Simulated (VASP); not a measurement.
# InP (F-43m) in VASP: elastic constants with r2SCAN

Aim: the elastic constants of InP with r2SCAN.

All numbers are computed with VASP 6.6.1; they aren't measurements. Logs are shortened: lines on timing, memory, paths and dates and some standing lists are left out, and cuts for length are marked.

## Step 1: The structure

Symmetry: F-43m, No. 216, cubic system. Conventional cell: a = 5.861 Å, b = 5.861 Å, c = 5.861 Å, α = 90.00°, β = 90.00°, γ = 90.00°. Around In (site symmetry -43m) lie 4 P at 2.54 Å. P (site symmetry -43m) has 4 In at 2.54 Å as nearest neighbours.

## Step 2: Elastic constants, r2SCAN

Input file POSCAR:

```
InP
1.0
    0.0000000000      2.9305000000      2.9305000000
    2.9305000000      0.0000000000      2.9305000000
    2.9305000000      2.9305000000      0.0000000000
In P
1 1
Direct
    0.0000000000      0.0000000000      0.0000000000
    0.2500000000      0.2500000000      0.2500000000
```

Input file INCAR.step1:

```
SYSTEM = InP
PREC = Accurate ; ENCUT = 600
EDIFF = 1E-8 ; ISMEAR = 0
SIGMA = 0.02 ; LREAL = .FALSE.
LASPH = .TRUE. ; NELM = 80
ALGO = Normal ; ISIF = 3
LWAVE = .FALSE. ; LCHARG = .FALSE.
METAGGA = R2SCAN ; LMIXTAU = .TRUE.
IBRION = 2 ; NSW = 40
EDIFFG = -0.002
```

Input file INCAR.step2:

```
SYSTEM = InP
PREC = Accurate ; ENCUT = 600
EDIFF = 1E-8 ; ISMEAR = 0
SIGMA = 0.02 ; LREAL = .FALSE.
LASPH = .TRUE. ; NELM = 80
ALGO = Normal ; ISIF = 3
LWAVE = .FALSE. ; LCHARG = .FALSE.
METAGGA = R2SCAN ; LMIXTAU = .TRUE.
IBRION = 6 ; NFREE = 2
POTIM = 0.015 ; NSW = 1
```

Input file KPOINTS:

```
Automatic mesh
0
G
  7 7 7
  0 0 0
```

Potentials or basis: VASP PAW PBE potentials, release 64 (In_d, P).

Started as:

```bash
$ cat potpaw_PBE.64/In_d/POTCAR potpaw_PBE.64/P/POTCAR > POTCAR
$ cp INCAR.step1 INCAR
$ mpirun -np 1 vasp_std > vasp.out
$ cp CONTCAR POSCAR
$ cp INCAR.step2 INCAR
$ mpirun -np 1 vasp_std > vasp.out
```

OUTCAR:

```text
SYSTEM = InP
   PREC = Accurate
   ENCUT = 600
   EDIFF = 1E-8
   ISMEAR = 0
   LREAL = .FALSE.
   LASPH = .TRUE.
   NELM = 80
   ISIF = 3
   METAGGA = R2SCAN
   IBRION = 6
   NFREE = 2
   POTIM = 0.015
   NSW = 1

 ion  position               nearest neighbor table
   1  0.000  0.000  0.000-   2 2.56   2 2.56   2 2.56   2 2.56
   2  0.250  0.250  0.250-   1 2.56   1 2.56   1 2.56   1 2.56

  LATTYP: Found a face centered cubic cell.
 ALAT       =     5.9043486743

  Lattice vectors:

 A1 = (   0.0000000000,   2.9521743371,   2.9521743371)
 A2 = (   2.9521743371,   0.0000000000,   2.9521743371)
 A3 = (   2.9521743371,   2.9521743371,   0.0000000000)

Analysis of symmetry for initial positions (statically):
=====================================================================
 Subroutine PRICEL returns:
 Original cell was already a primitive cell.

 Routine SETGRP: Setting up the symmetry group for a
 face centered cubic supercell.

 Subroutine GETGRP returns: Found 24 space group operations
 (whereof 24 operations were pure point group operations)
 out of a pool of 48 trial point group operations.

The static configuration has the point symmetry T_d .

Analysis of symmetry for dynamics (positions and initial velocities):
=====================================================================
 Subroutine PRICEL returns:
 Original cell was already a primitive cell.

 Routine SETGRP: Setting up the symmetry group for a
 face centered cubic supercell.

 Subroutine GETGRP returns: Found 24 space group operations
 (whereof 24 operations were pure point group operations)
 out of a pool of 48 trial point group operations.

The dynamic configuration has the point symmetry T_d .

 Subroutine INISYM returns: Found 24 space group operations
 (whereof 24 operations are pure point group operations),
 and found     1 'primitive' translations

[... 354 lines left out ...]
     13       9.2302      0.00000
[... 354 lines left out ...]
  band No.  band energies     occupation
      1      -9.8870      2.00000
      2      -9.8277      2.00000
      3      -9.8213      2.00000
      4      -9.6838      2.00000
      5      -9.6696      2.00000
      6      -6.7589      2.00000
      7       3.0158      2.00000
      8       4.1135      2.00000
      9       4.1588      2.00000
     10       7.4561      0.00000
     11       8.4159      0.00000
     12      10.1400      0.00000
     13      10.1651      0.00000

 [... further k-points ...]
[... 5 lines left out ...]
  --------------------------------------------------------------------------------------
  -------------------------------------------------------------------------------------
  Total        0.0036718      0.0061051      0.0061051      0.0000000      0.1138000      0.0000000
  in kB        0.1143227      0.1900852      0.1900852      0.0000000      3.5432109      0.0000000
  external PRESSURE =       0.1648311 kB  Pullay stress =       0.0000000 kB
[... 17 lines left out ...]
  FREE ENERGIE OF THE ION-ELECTRON SYSTEM (eV)
  ---------------------------------------------------
  free  energy   TOTEN  =       -32.2951916217 eV

  energy  without entropy=      -32.2951916217  energy(sigma->0) =      -32.29519162

 INTERNAL STRAIN TENSORS FROM STRAINED CELLS
 ============================================

 INTERNAL STRAIN TENSOR FOR ION    1 for displacements in x,y,z  (eV/Angst):
          X           Y           Z          XY          YZ          ZX
  --------------------------------------------------------------------------------
  x    -0.00000     0.00000     0.00000    -0.00000     7.59094     0.00000
  y    -0.00000     0.00000     0.00000     0.00000    -0.00000     7.58720
  z    -0.00000     0.00000     0.00000     7.58872    -0.00000     0.00000

 INTERNAL STRAIN TENSORS FROM DISPLACED ATOMS
 ============================================

 INTERNAL STRAIN TENSOR FOR ION    1 for displacements in x,y,z  (eV/Angst):
          X           Y           Z          XY          YZ          ZX
  --------------------------------------------------------------------------------
  x     0.00000    -0.00000    -0.00000     0.00000     7.58292     0.00000
  y    -0.00000     0.00000    -0.00000     0.00000     0.00000     7.58292
  z    -0.00000    -0.00000     0.00000     7.58292     0.00000     0.00000

 INTERNAL STRAIN TENSOR FOR ION    2 for displacements in x,y,z  (eV/Angst):
          X           Y           Z          XY          YZ          ZX
  --------------------------------------------------------------------------------
  x    -0.00000     0.00000     0.00000     0.00000    -7.58420     0.00000
  y     0.00000    -0.00000     0.00000     0.00000     0.00000    -7.58420
  z     0.00000     0.00000    -0.00000    -7.58420     0.00000     0.00000

 Eigenvectors and eigenvalues of the dynamical matrix
 ----------------------------------------------------

   1 f  =    8.855639 THz    55.641622 2PiTHz  295.392329 cm-1    36.623965 meV
             X         Y         Z           dx          dy          dz
      0.000000  0.000000  0.000000     0.447791    0.108549    0.000000
      1.476087  1.476087  1.476087    -0.862544   -0.209088    0.000000
[... 21 lines left out ...]
   6 f/i=    0.001633 THz     0.010259 2PiTHz    0.054462 cm-1     0.006752 meV
             X         Y         Z           dx          dy          dz
      0.000000  0.000000  0.000000     0.033319    0.751848    0.470441
      1.476087  1.476087  1.476087     0.017298    0.390323    0.244230

--------------------------------------------------------------------------------------------------------

 ELASTIC MODULI CONTR FROM IONIC RELAXATION (kBar)
 Direction    XX          YY          ZZ          XY          YZ          ZX
 --------------------------------------------------------------------------------
 XX          -0.0000      0.0000      0.0000      0.0000     -0.0000      0.0000
 YY           0.0000     -0.0000      0.0000      0.0000      0.0000     -0.0000
 ZZ           0.0000      0.0000     -0.0000     -0.0000      0.0000      0.0000
 XY           0.0000      0.0000     -0.0000   -228.8231      0.0000     -0.0000
 YZ          -0.0000      0.0000      0.0000      0.0000   -228.8231      0.0000
 ZX           0.0000     -0.0000      0.0000     -0.0000      0.0000   -228.8231
 --------------------------------------------------------------------------------

 TOTAL ELASTIC MODULI (kBar)
 Direction    XX          YY          ZZ          XY          YZ          ZX
 --------------------------------------------------------------------------------
 XX         989.1562    536.7822    536.7822      0.0000     -0.0000      0.0000
 YY         536.7822    989.1562    536.7822      0.0000      0.0000      0.0000
 ZZ         536.7822    536.7822    989.1562     -0.0000      0.0000      0.0000
 XY           0.0000      0.0000     -0.0000    465.5792      0.0000     -0.0000
 YZ          -0.0000      0.0000      0.0000      0.0000    465.5792      0.0000
 ZX           0.0000      0.0000      0.0000     -0.0000      0.0000    465.5792
 --------------------------------------------------------------------------------
```

OUTCAR.step1:

```text
SYSTEM = InP
   PREC = Accurate
   ENCUT = 600
   EDIFF = 1E-8
   ISMEAR = 0
   LREAL = .FALSE.
   LASPH = .TRUE.
   NELM = 80
   ISIF = 3
   METAGGA = R2SCAN
   IBRION = 2
   NSW = 40
[... 279 lines left out ...]
      1      -9.8432      2.00000
      2      -9.8432      2.00000
      3      -9.8432      2.00000
      4      -9.6758      2.00000
      5      -9.6758      2.00000
      6      -7.0732      2.00000
      7       4.7731      2.00000
      8       4.7731      2.00000
      9       4.7731      2.00000
     10       5.8124      0.00000
     11       9.2124      0.00000
     12       9.2124      0.00000
     13       9.2124      0.00000
[... 331 lines left out ...]
  FREE ENERGIE OF THE ION-ELECTRON SYSTEM (eV)
  ---------------------------------------------------
  free  energy   TOTEN  =       -32.2958703469 eV

  energy  without entropy=      -32.2958703469  energy(sigma->0) =      -32.29587035

 reached required accuracy - stopping structural energy minimisation
```

OSZICAR.step1:

```text
N       E                     dE             d eps       ncg     rms          rms(c)
DAV:   1     0.916130908598E+02    0.91613E+02   -0.94439E+03   525   0.173E+03
DAV:   2    -0.273192276801E+02   -0.11893E+03   -0.11545E+03   535   0.349E+02
DAV:   3    -0.356540669764E+02   -0.83348E+01   -0.82855E+01   713   0.958E+01
[... 58 lines left out ...]
DAV:  13    -0.322958702871E+02   -0.13965E-06   -0.40216E-08   520   0.312E-03    0.494E-03
DAV:  14    -0.322958703226E+02   -0.35538E-07   -0.16692E-07   520   0.636E-03    0.730E-04
DAV:  15    -0.322958703665E+02   -0.43823E-07   -0.16413E-08   368   0.193E-03    0.706E-04
DAV:  16    -0.322958703391E+02    0.27340E-07   -0.37725E-09   270   0.627E-04    0.599E-04
DAV:  17    -0.322958703469E+02   -0.77421E-08   -0.84578E-10   260   0.339E-04
   3 F= -.32295870E+02 E0= -.32295870E+02  d E =-.549864E-02
```

It took 69 min on 1 thread of Intel Xeon Platinum 8559C (Emerald Rapids), shared host; peak memory 0.32 GiB.

Results:

```
Relaxed volume                                          : 25.73 Å³/atom
Relaxed cell                                            : a = 4.175 Å, b = 4.175 Å, c = 4.175 Å, α = 60.00°, β = 60.00°, γ = 60.00°
Space group after relaxing (to 0.05 Å)                  : F-43m (No. 216)
Elastic constants C11, C12, C44                         : 99, 54, 47 GPa
Voigt bulk modulus                                      : 69 GPa
Highest phonon frequency at Γ, LO-TO splitting left out : 295 cm⁻¹
```

Step by step:
| step | energy change (eV) | largest force (eV/Å) | pressure (GPa) | volume (Å³) |
| --- | --- | --- | --- | --- |
| 1 | 0.0000 | 0.0000 | 1.60 | 50.33 |
| 2 | -0.0033 | 0.0000 | -0.93 | 52.19 |
| 3 | -0.0055 | 0.0000 | 0.01 | 51.46 |

Final structure:
```
In P
1.0
     0.00000    2.95217    2.95217
     2.95217    0.00000    2.95217
     2.95217    2.95217    0.00000
In P
1 1
Direct
  0.00000 0.00000 0.00000
  0.25000 0.25000 0.25000
```

Phonon frequencies in cm⁻¹ (negative: imaginary):
```tsv
q point	frequencies
(0.000, 0.000, 0.000)	0 0 0 295 295 295
```

Elastic tensor in Voigt notation (GPa, in the Cartesian axes of the cell as first typed):
```
99 54 54  0  0  0
54 99 54  0  0  0
54 54 99  0  0  0
 0  0  0 47  0  0
 0  0  0  0 47  0
 0  0  0  0  0 47
```

Clamped-ion elastic tensor (GPa):
```
99 54 54  0  0  0
54 99 54  0  0  0
54 54 99  0  0  0
 0  0  0 69  0  0
 0  0  0  0 69  0
 0  0  0  0  0 69
```

Caveat: the PAW data sets were made with another functional, which shifts forces and pressure a little.
